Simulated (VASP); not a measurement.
Method: PBE GGA with D4 dispersion, VASP's PBE PAW potentials (set 64) (plane waves; VASP).

The input files of a VASP run:

**INCAR**
```
SYSTEM = CsPbCl3
PREC = Accurate
ENCUT = 520
EDIFF = 1E-7
NELM = 100
ALGO = Normal
LREAL = .FALSE.
LASPH = .TRUE.
ISMEAR = 0
SIGMA = 0.05
GGA = PE
IVDW = 13
LMAXMIX = 4
LWAVE = .FALSE.
LCHARG = .FALSE.
ISIF = 2
```

**POSCAR**
```
CsPbCl3
5.6158410
  1.0000000103   0.0000000000   0.0000000000
  0.0000000000   1.0000000103   0.0000000000
  0.0000000000   0.0000000000   1.0000000103
Cs Pb Cl
1 1 3
Direct
  0.0000000000   0.0000000000   0.0000000000
  0.5000000000   0.5000000000   0.5000000000
  0.5000000000   0.0000000000   0.5000000000
  0.0000000000   0.5000000000   0.5000000000
  0.5000000000   0.5000000000   0.0000000000
```

**KPOINTS**
```
Regular mesh
0
G
4 4 4
```

POTCAR, in this order: Cs_sv Pb_d Cl (PBE.64 set). Program: vasp_std.

Q: What will the output report for the number of irreducible k-points (NKPTS), largest plane-wave count, number of space-group operations, FFT grid (NGX, NGY, NGZ)?

A: 
```
Quantity                                       Value
--------------------------------------  ------------
number of irreducible k-points (NKPTS)            10
largest plane-wave count                        4801
number of space-group operations                  48
FFT grid (NGX, NGY, NGZ)                42 × 42 × 42
```

The compound is CsPbCl3 in the cubic perovskite structure, the ideal cubic form; the compound distorts at low or room temperature. This cell is one point of a volume scan, at 0.97 of the reference volume.
